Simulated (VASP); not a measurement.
OSZICAR of a VASP run on CaB6 (cab6):

File OSZICAR:
```
       N       E                     dE             d eps       ncg     rms          rms(c)
DAV:   1     0.194681777542E+03    0.19468E+03   -0.15684E+04   720   0.172E+03
DAV:   2    -0.427683608390E+02   -0.23745E+03   -0.23165E+03   944   0.378E+02
DAV:   3    -0.504320898690E+02   -0.76637E+01   -0.76485E+01  1118   0.694E+01
DAV:   4    -0.506295364918E+02   -0.19745E+00   -0.19729E+00  1110   0.803E+00
DAV:   5    -0.506325345265E+02   -0.29980E-02   -0.29962E-02  1070   0.919E-01    0.114E+01
DAV:   6    -0.451285637716E+02    0.55040E+01   -0.91609E+00   918   0.223E+01    0.585E+00
DAV:   7    -0.441957212141E+02    0.93284E+00   -0.65385E+00   948   0.129E+01    0.180E+00
DAV:   8    -0.442249779142E+02   -0.29257E-01   -0.13595E+00   988   0.724E+00    0.104E+00
DAV:   9    -0.441757678986E+02    0.49210E-01   -0.17905E-01   960   0.246E+00    0.226E-01
DAV:  10    -0.441761750600E+02   -0.40716E-03   -0.31969E-02  1130   0.941E-01    0.161E-01
DAV:  11    -0.441761789449E+02   -0.38849E-05   -0.14911E-03   906   0.293E-01    0.811E-02
DAV:  12    -0.441761504885E+02    0.28456E-04   -0.25609E-04   982   0.118E-01    0.280E-02
DAV:  13    -0.441761427163E+02    0.77722E-05   -0.16988E-04   966   0.801E-02    0.791E-03
DAV:  14    -0.441761411349E+02    0.15814E-05   -0.13912E-05   968   0.285E-02    0.460E-03
DAV:  15    -0.441761402902E+02    0.84469E-06   -0.15375E-06   770   0.889E-03
   1 F= -.26964642E+02 E0= -.26964175E+02  d E =-.269646E+02
       N       E                     dE             d eps       ncg     rms          rms(c)
DAV:   1    -0.431823245667E+02    0.99382E+00   -0.36042E+01   792   0.591E+01    0.625E+00
DAV:   2    -0.423417567921E+02    0.84057E+00   -0.21281E+00   810   0.144E+01    0.322E+00
DAV:   3    -0.421059595747E+02    0.23580E+00   -0.13428E+00  1246   0.927E+00    0.693E-01
DAV:   4    -0.421093785198E+02   -0.34189E-02   -0.69014E-02   938   0.219E+00    0.336E-01
DAV:   5    -0.421176120703E+02   -0.82336E-02   -0.12013E-02  1180   0.743E-01    0.894E-02
DAV:   6    -0.421182164082E+02   -0.60434E-03   -0.84445E-04  1234   0.189E-01    0.661E-02
DAV:   7    -0.421184138061E+02   -0.19740E-03   -0.27956E-04  1092   0.122E-01    0.230E-02
DAV:   8    -0.421184363229E+02   -0.22517E-04   -0.24720E-05  1318   0.353E-02    0.232E-03
DAV:   9    -0.421184355075E+02    0.81541E-06   -0.82959E-07   684   0.784E-03
   2 F= -.26878678E+02 E0= -.26878188E+02  d E =0.859644E-01
       N       E                     dE             d eps       ncg     rms          rms(c)
DAV:   1    -0.437282596567E+02   -0.16098E+01   -0.11151E+01   928   0.344E+01    0.321E+00
DAV:   2    -0.435061332592E+02    0.22213E+00   -0.70641E-01   978   0.757E+00    0.186E+00
DAV:   3    -0.434288875513E+02    0.77246E-01   -0.53963E-01  1188   0.543E+00    0.668E-01
DAV:   4    -0.434260967216E+02    0.27908E-02   -0.27959E-02   978   0.169E+00    0.231E-01
DAV:   5    -0.434290862703E+02   -0.29895E-02   -0.42521E-03  1048   0.429E-01    0.413E-02
DAV:   6    -0.434291297721E+02   -0.43502E-04   -0.31565E-04   990   0.107E-01    0.486E-02
DAV:   7    -0.434291813045E+02   -0.51532E-04   -0.69902E-05  1166   0.590E-02    0.162E-02
DAV:   8    -0.434291782544E+02    0.30501E-05   -0.43362E-06   902   0.193E-02    0.197E-03
DAV:   9    -0.434291786290E+02   -0.37462E-06   -0.27828E-07   462   0.443E-03
   3 F= -.27124345E+02 E0= -.27123572E+02  d E =-.159703E+00
       N       E                     dE             d eps       ncg     rms          rms(c)
DAV:   1    -0.434114837176E+02    0.17695E-01   -0.29142E-03   900   0.544E-01    0.528E-02
DAV:   2    -0.434114229126E+02    0.60805E-04   -0.17771E-04   894   0.124E-01    0.294E-02
DAV:   3    -0.434114032995E+02    0.19613E-04   -0.12376E-04  1186   0.851E-02    0.875E-03
DAV:   4    -0.434114038626E+02   -0.56308E-06   -0.66581E-06   936   0.247E-02
   4 F= -.27124371E+02 E0= -.27123596E+02  d E =-.159729E+00
       N       E                     dE             d eps       ncg     rms          rms(c)
DAV:   1    -0.433151232422E+02    0.96280E-01   -0.25731E+00   732   0.105E+01    0.725E-01
DAV:   2    -0.432952497433E+02    0.19873E-01   -0.79914E-02   980   0.208E+00    0.345E-01
DAV:   3    -0.432909777842E+02    0.42720E-02   -0.28166E-02   742   0.995E-01    0.644E-02
DAV:   4    -0.432909961245E+02   -0.18340E-04   -0.22746E-03   922   0.325E-01    0.440E-02
DAV:   5    -0.432910110518E+02   -0.14927E-04   -0.24658E-04  1130   0.958E-02    0.187E-02
DAV:   6    -0.432910107008E+02    0.35101E-06   -0.26166E-05   962   0.446E-02    0.610E-03
DAV:   7    -0.432910125943E+02   -0.18936E-05   -0.24249E-06   692   0.112E-02    0.112E-03
DAV:   8    -0.432910123595E+02    0.23487E-06   -0.36158E-07   472   0.518E-03
   5 F= -.27089497E+02 E0= -.27089497E+02  d E =0.348735E-01
       N       E                     dE             d eps       ncg     rms          rms(c)
DAV:   1    -0.434077669524E+02   -0.11675E+00   -0.14704E+00   732   0.796E+00    0.561E-01
DAV:   2    -0.433959735922E+02    0.11793E-01   -0.56307E-02   974   0.160E+00    0.249E-01
DAV:   3    -0.433941053568E+02    0.18682E-02   -0.10182E-02   746   0.635E-01    0.592E-02
DAV:   4    -0.433941114598E+02   -0.61030E-05   -0.94032E-04  1054   0.216E-01    0.321E-02
DAV:   5    -0.433941151917E+02   -0.37318E-05   -0.96177E-05  1004   0.600E-02    0.152E-02
DAV:   6    -0.433941140428E+02    0.11488E-05   -0.20426E-05   982   0.382E-02    0.355E-03
DAV:   7    -0.433941136581E+02    0.38472E-06   -0.22874E-06   762   0.138E-02
   6 F= -.27128091E+02 E0= -.27127500E+02  d E =-.372036E-02
```

Problem. Which electronic solver shows in the log?

Solution. It is blocked Davidson (ALGO = Normal, or the opening steps of other solvers). The INCAR had ALGO = Normal.

Problem. Can the final energy be trusted as converged?

Solution. The run converged. It stopped with EDIFF = 1E-6, NELM = 100, NSW = 40 and EDIFFG = -0.02 after 6 ionic steps (PBE GGA, plane waves, VASP's PBE PAW potentials (set 64)). Energy and stress use the plane-wave basis of the starting cell.

The compound is CaB6 in the cab6 structure. This run relaxes it under an external pressure of 45 GPa. Symmetry was kept, so distortions that lower it aren't found.
